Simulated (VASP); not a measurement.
Level of theory: LDA (Ceperley-Alder, Perdew-Zunger), VASP's LDA PAW potentials (set 64) (plane waves; VASP). Each cell was relaxed at this level.

Task: Which of these has an unstable (imaginary) mode at Γ?
A. CuI, F-43m (216)
B. Ag3SI, Pm-3m (221)
C. CdSe, Fm-3m (225)
D. Ga2ZnS4, P-42m (111)

Result: B, Ag3SI, Pm-3m (221). Its optical Γ-point modes are 83i (×3), 57i (×3), 29 (×3), 327 (×3) cm⁻¹.
